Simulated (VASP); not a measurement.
A cell of Ir (fcc) near equilibrium:

```xyz
1
Lattice="0.0000 1.9361 1.9361 1.9361 0.0000 1.9361 1.9361 1.9361 0.0000" Properties=species:S:1:pos:R:3 pbc="T T T"
Ir     0.0000     0.0000     0.0000
```

Computed with PBE GGA, VASP's PBE PAW potentials (set 64) (plane waves; VASP).

```
run               ΔE (meV/atom)     σxx     σyy     σzz  largest shear component, with its sign (GPa)  largest force (eV/Å)
----------------  -------------  ------  ------  ------  --------------------------------------------  --------------------
as it is                    0.0    0.25    0.25    0.25                                          0.00                 0.000
after one change           50.6  -17.60  -17.60  -17.60                                          0.00                 0.000
```
Stress is in GPa, positive when the cell is compressed.

### Question
Which change was made?
A) isotropic strain of +2.0 %
B) biaxial strain of +3.0 % in the yz plane
C) biaxial strain of -4.0 % in the xy plane
D) biaxial strain of +3.0 % in the xy plane

### Answer
A, isotropic strain of +2.0 %

The compound is Ir in the fcc structure.
